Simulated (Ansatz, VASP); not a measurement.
One calculation of SbPd3, two programs

```xyz
4
Lattice="0.0000 3.1404 3.1404 3.1404 0.0000 3.1404 3.1404 3.1404 0.0000" Properties=species:S:1:pos:R:3 pbc="T T T"
Sb    3.1404    3.1404    3.1404
Pd    4.7106    4.7106    4.7106
Pd    1.5702    1.5702    1.5702
Pd    0.0000    0.0000    0.0000
```

Alike in both runs: functional LDA; k mesh 12 × 12 × 12; occupations gaussian, width 0.1 eV; no spin polarisation.

Ansatz relaxed the structure, and its values are those at the end. VASP's run is a single point on that final structure, the one shown.

|  | VASP | Ansatz |
| --- | --- | --- |
| version | VASP 6.6.1 | Ansatz 0.2.0 |
| potentials or method | VASP PAW LDA potentials, release 64 (Sb, Pd) | scalar-relativistic, plane waves, PAW |
| plane-wave cutoff (eV) | 520 | 420 |
| valence electrons in the cell | 35 | 69 |

Ansatz gave:

- gap on the k mesh at the Fermi level (eV): none
- pressure (GPa): 0.0

Problem. Which values does VASP return?

Solution. gap on the k mesh at the Fermi level (eV): none; pressure (GPa): 0.4.

A gap of «none» marks a metal or a gap that the smearing closes. The two sets of potentials don't hold the same shells in valence.

Spin-orbit coupling is left out, which matters for the levels of Sb.
